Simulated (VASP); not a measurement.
Consider the following.

```xyz
4
Lattice="3.3373 0.0000 0.0000 -1.6686 2.8902 0.0000 0.0000 0.0000 8.8338" Properties=species:S:1:pos:R:3 pbc="T T T"
Pd     0.0000     1.9268     0.3400
Pd     1.6686     0.9634     4.7569
Sb     0.0000     1.9268     2.9727
Sb     1.6686     0.9634     7.3896
```

The numbers are results of PBEsol GGA, VASP's PBE PAW potentials (set 64) (plane waves; VASP 6.6.1), not measurements. Run with 400 eV cut-off, 12×12×4 Γ-centred mesh, tetrahedra with Blöchl corrections, potentials Pd Sb.

Unless said otherwise, spin-orbit coupling is left out, though it shifts the bands of the heavy elements here.

Question: What does the run give for the energy per atom (σ→0), band gap (on the k-mesh) with the smallest direct gap where there is one?

Answer: 
* **band gap (on the k-mesh)**: none (metal, semimetal or under 0.01 eV)
* **energy per atom (σ→0)**: -5419 meV/atom

Total energies compare only between runs with the same potentials, cut-off and functional.

The structure was generated: PdSb was put into the wurtzite type (P6_3mc), which need not be its known phase. It was relaxed first, which changed the volume by -36 %.
